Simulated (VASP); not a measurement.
Set up this calculation in VASP 6.6.1, as the native input.

```
Task                   : single point
Functional             : PBE
Potentials or basis    : VASP PAW PBE potentials, release 64 (Ca_sv, Os)
Cutoff                 : 520 eV
k mesh                 : 4 × 4 × 4
Occupations            : gaussian, width 0.1 eV
Spin                   : no spin polarisation
Dipole correction      : no
Further INCAR settings : ALGO = Fast; EDIFF = 1e-06; NBANDS = 29
```

The structure of CaOs4 lies in POSCAR:

```
CaOs4
1.0
    4.3973466200      0.0000000000      0.0000000000
    0.0000000000      4.3973466200      0.0000000000
    0.0000000000      0.0000000000      4.3973466200
Ca Os
1 4
Direct
    0.0000000000      0.0000000000      0.0000000000
    0.5000000000      0.0000000000      0.0000000000
    0.0000000000      0.5000000000      0.0000000000
    0.0000000000      0.0000000000      0.5000000000
    0.5000000000      0.5000000000      0.5000000000
```

The cell was built by a generator and needn't be a form met in nature.

The cell isn't the ideal one: random cell by space group and Wyckoff sites (Pm-3m, No. 221).

The input as run:

INCAR

```
SYSTEM = CaOs4
ALGO = Fast ; EDIFF = 1E-6
ENCUT = 520 ; GGA = PE
ISIF = 2 ; ISMEAR = 0
LASPH = .True. ; LCHARG = .False.
LREAL = .False. ; LWAVE = .False.
NBANDS = 29 ; NELM = 100
PREC = Accurate ; SIGMA = 0.1
```

KPOINTS

```
k-points
0
Gamma
  4 4 4
  0 0 0
```

Potentials or basis: VASP PAW PBE potentials, release 64 (Ca_sv, Os).

Launch:

```console
$ cat potpaw_PBE.64/Ca_sv/POTCAR potpaw_PBE.64/Os/POTCAR > POTCAR
$ mpirun -np 1 vasp_std > vasp.out
```

It gave:

```yaml
Pressure: 11.4 GPa
Band_gap_on_the_k_mesh: none (metal or under the smearing width)
```

Run time: 57 s on 1 thread of Intel(R) Xeon(R) Platinum 8488C (Sapphire Rapids) (shared host), peak memory 0.21 GiB.
